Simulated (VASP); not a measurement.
Wanted: the native input for a VASP 6.6.1 run.

```
Task                   : single point
Functional             : PBE
Potentials or basis    : VASP PAW PBE potentials, release 64 (Al, Si, Cl)
Cutoff                 : 520 eV
k mesh                 : 8 × 8 × 6
Occupations            : fermi-dirac, width 0.05 eV
Spin                   : no spin polarisation
Further INCAR settings : ALGO = Normal; EDIFF = 1e-07; NBANDS = 17
```

The structure of AlSi2Cl lies in POSCAR:

```
AlSi2Cl
1.0
    3.8028207600      0.0000000000      0.0000000000
   -1.9014103800      3.2933393800      0.0000000000
    0.0000000000      0.0000000000      4.9898621600
Al Si Cl
1 2 1
Direct
    0.6666666700      0.3333333300      0.5000000000
    0.0000000000      0.0000000000      0.7468175900
    0.0000000000      0.0000000000      0.2531824100
    0.3333333300      0.6666666700      0.0000000000
```

The cell was built by a generator and needn't be a form met in nature.

The input as run:

INCAR

```
SYSTEM = AlSi2Cl
  ALGO = Normal
  EDIFF = 1E-7
  ENCUT = 520
  GGA = PE
  ISIF = 2
  ISMEAR = -1
  LASPH = .TRUE.
  LCHARG = .FALSE.
  LREAL = .FALSE.
  LWAVE = .FALSE.
  NBANDS = 17
  NELM = 80
  PREC = Accurate
  SIGMA = 0.05
```

KPOINTS

```
k-points
0
G
  8 8 6
  0 0 0
```

Potentials or basis: VASP PAW PBE potentials, release 64 (Al, Si, Cl).

The run is started by

```bash
$ cat potpaw_PBE.64/Al/POTCAR potpaw_PBE.64/Si/POTCAR potpaw_PBE.64/Cl/POTCAR > POTCAR
$ mpirun -np 1 vasp_std > vasp.out
```

It gave:

| Quantity | Value |
| --- | --- |
| Pressure | 21.3 GPa |
| Largest force | 0.875 eV/Å |
| Band gap on the k mesh | none (metal or under the smearing width) |

Caveat: so large a pressure means that the cell lies far from this level's equilibrium, or that cutoff or potentials fall short.

Run time: 36 s on 1 thread of Intel(R) Xeon(R) Platinum 8259CL CPU @ 2.50GHz (Skylake/Cascade Lake), with other jobs on the host, peak memory 0.19 GiB.
